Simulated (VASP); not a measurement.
```
CELL_PARAMETERS angstrom
      4.57600     0.00000     0.00000
      0.00000     4.57600     0.00000
      0.00000     0.00000     3.20235
ATOMIC_POSITIONS crystal
  Ir 0.00000 0.00000 0.00000
  Ir 0.50000 0.50000 0.50000
  O  0.30821 0.30821 0.00000
  O  0.80821 0.19179 0.50000
  O  0.19179 0.80821 0.50000
  O  0.69179 0.69179 0.00000
```

Method: RPBE GGA, VASP's PBE PAW potentials (set 64) (plane waves; VASP). Numerical set-up: 520 eV cut-off, 8×8×11 Γ-centred mesh, tetrahedra with Blöchl corrections, potentials Ir O.

Unless said otherwise, spin-orbit coupling is left out, though it shifts the bands of the heavy elements here.

Question: Predict the energy per atom (σ→0), band gap (on the k-mesh) with the smallest direct gap where there is one.

Answer: 
```
Property                                                     Value
------------------------  ----------------------------------------
band gap (on the k-mesh)  none (metal, semimetal or under 0.01 eV)
energy per atom (σ→0)                               -6.555 eV/atom
```

The absolute energy has meaning only against runs of the same code, potentials and settings.

The compound is IrO2 in the rutile structure. It was relaxed first, which changed the volume by +5 %.
